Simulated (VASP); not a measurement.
All values below come from PBE GGA, VASP's PBE PAW potentials (set 64) (plane waves; VASP).

VASP ran on this input.

### POSCAR
```
PbS
1.0
  0.0000000000   2.7108000000   2.7108000000
  2.7108000000   0.0000000000   2.7108000000
  2.7108000000   2.7108000000   0.0000000000
Pb S
1 1
Cartesian
  0.0000000000   0.0000000000   0.0000000000
  2.7108000000   2.7108000000   2.7108000000
```

**INCAR**
```
! general
SYSTEM  = PbS
PREC    = Accurate
ENCUT   = 400
LREAL   = .False.
LASPH   = .True.

! electronic loop
EDIFF   = 1E-6
NELM    = 100
ALGO    = Normal
LMAXMIX = 4

! smearing
ISMEAR  = 0
SIGMA   = 0.05

! functional
GGA     = PE

! ions
IBRION  = 2
NSW     = 60
ISIF    = 3
EDIFFG  = -0.01

! output
LWAVE   = .False.
LCHARG  = .False.
```

File KPOINTS:
```
Automatic
0
gamma
  8 8 8
0 0 0
```

POTCAR, in this order: Pb_d S (PBE.64 set). Program: vasp_std.

The run wrote:

OSZICAR:
```
       N       E                     dE             d eps       ncg     rms          rms(c)
DAV:   1     0.150616410092E+03    0.15062E+03   -0.87433E+03   824   0.136E+03
DAV:   2     0.306738932790E+01   -0.14755E+03   -0.14348E+03   884   0.353E+02
DAV:   3    -0.779148448874E+01   -0.10859E+02   -0.10575E+02  1088   0.995E+01
DAV:   4    -0.803260619214E+01   -0.24112E+00   -0.24103E+00   926   0.163E+01
DAV:   5    -0.804169255441E+01   -0.90864E-02   -0.90863E-02  1212   0.308E+00    0.882E+00
DAV:   6    -0.771744157295E+01    0.32425E+00   -0.78212E-01  1194   0.997E+00    0.580E+00
DAV:   7    -0.770870852867E+01    0.87330E-02   -0.18788E-01  1008   0.299E+00    0.220E+00
DAV:   8    -0.770886419365E+01   -0.15566E-03   -0.19893E-02  1114   0.199E+00    0.394E-01
DAV:   9    -0.770889904389E+01   -0.34850E-04   -0.14562E-03  1072   0.506E-01    0.158E-01
DAV:  10    -0.770892210697E+01   -0.23063E-04   -0.28645E-04  1024   0.220E-01    0.332E-02
DAV:  11    -0.770893275332E+01   -0.10646E-04   -0.75947E-05  1114   0.123E-01    0.395E-02
DAV:  12    -0.770893293338E+01   -0.18006E-06   -0.63960E-06   962   0.208E-02
   1 F= -.77089329E+01 E0= -.77089329E+01  d E =-.770893E+01
       N       E                     dE             d eps       ncg     rms          rms(c)
DAV:   1    -0.447751829988E+02   -0.37066E+02   -0.18431E+03   986   0.106E+03    0.310E+01
DAV:   2    -0.163871264720E+02    0.28388E+02   -0.10354E+02   860   0.135E+02    0.148E+01
DAV:   3    -0.849871314264E+01    0.78884E+01   -0.30638E+01   950   0.760E+01    0.283E+00
DAV:   4    -0.845219175096E+01    0.46521E-01   -0.66767E-01   836   0.553E+00    0.140E+00
DAV:   5    -0.840447619984E+01    0.47716E-01   -0.12867E-01   992   0.421E+00    0.743E-01
DAV:   6    -0.840221466969E+01    0.22615E-02   -0.14450E-02  1028   0.191E+00    0.332E-01
DAV:   7    -0.840255290126E+01   -0.33823E-03   -0.88482E-04   818   0.275E-01    0.372E-02
DAV:   8    -0.840258163883E+01   -0.28738E-04   -0.59765E-05  1022   0.693E-02    0.136E-02
DAV:   9    -0.840260897058E+01   -0.27332E-04   -0.36616E-05   836   0.644E-02    0.150E-02
DAV:  10    -0.840260785973E+01    0.11109E-05   -0.42135E-06   980   0.186E-02    0.285E-03
DAV:  11    -0.840260787800E+01   -0.18274E-07   -0.10196E-07   598   0.421E-03
   2 F= -.84026079E+01 E0= -.84026079E+01  d E =-.693675E+00
       N       E                     dE             d eps       ncg     rms          rms(c)
DAV:   1    -0.175146527699E+02   -0.91120E+01   -0.22275E+02   980   0.209E+02    0.187E+01
DAV:   2    -0.959606423896E+01    0.79186E+01   -0.19356E+01   986   0.993E+01    0.540E+00
DAV:   3    -0.871929138951E+01    0.87677E+00   -0.41557E+00   992   0.355E+01    0.222E+00
DAV:   4    -0.874148967893E+01   -0.22198E-01   -0.18367E-01  1106   0.473E+00    0.707E-01
DAV:   5    -0.874239121774E+01   -0.90154E-03   -0.49028E-03   992   0.639E-01    0.409E-01
DAV:   6    -0.874247555137E+01   -0.84334E-04   -0.36302E-03   848   0.600E-01    0.112E-01
DAV:   7    -0.874235225601E+01    0.12330E-03   -0.30607E-04   920   0.134E-01    0.370E-02
DAV:   8    -0.874235729673E+01   -0.50407E-05   -0.12474E-04   812   0.133E-01    0.237E-02
DAV:   9    -0.874235769508E+01   -0.39835E-06   -0.89964E-06  1052   0.198E-02
   3 F= -.87423577E+01 E0= -.87423577E+01  d E =-.103342E+01
```

OUTCAR:
```
------------------------ aborting loop because EDIFF is reached ----------------------------------------
  FORCE on cell =-STRESS in cart. coord.  units (eV):
  Direction    XX          YY          ZZ          XY          YZ          ZX
  --------------------------------------------------------------------------------------
  Total        0.0110943      0.0110943      0.0110943      0.0000000     -0.0000000      0.0000000
  in kB        0.3305538      0.3305538      0.3305538      0.0000000     -0.0000000      0.0000000
  external PRESSURE =       0.3305538 kB  Pullay stress =       0.0000000 kB
  volume of cell :       53.77
      direct lattice vectors                 reciprocal lattice vectors
    -0.000000000  2.995796923  2.995796923    -0.166900499  0.166900499  0.166900499
     2.995796923 -0.000000000  2.995796923     0.166900499 -0.166900499  0.166900499
     2.995796923  2.995796923  0.000000000     0.166900499  0.166900499 -0.166900499
  FREE ENERGIE OF THE ION-ELECTRON SYSTEM (eV)
  ---------------------------------------------------
  free  energy   TOTEN  =        -8.7423576951 eV

  energy  without entropy=       -8.7423576951  energy(sigma->0) =       -8.74235770

 reached required accuracy - stopping structural energy minimisation
```
(Selected blocks of OUTCAR.)

### CONTCAR
```
PbS
   1.00000000000000
    -0.0000000000000000    2.9957969225910448    2.9957969225910448
     2.9957969225910448   -0.0000000000000000    2.9957969225910448
     2.9957969225910448    2.9957969225910448    0.0000000000000000
  Pb              S
     1     1
Direct
     0.0000000000000000    0.0000000000000000    0.0000000000000000
     0.5000000000000000    0.5000000000000000    0.5000000000000000
```

Energy and stress use the plane-wave basis of the starting cell.

The structure was generated: PbS was put into the rock salt type (Fm-3m), which need not be its known phase. This run relaxes it. Symmetry was kept, so distortions that lower it aren't found.
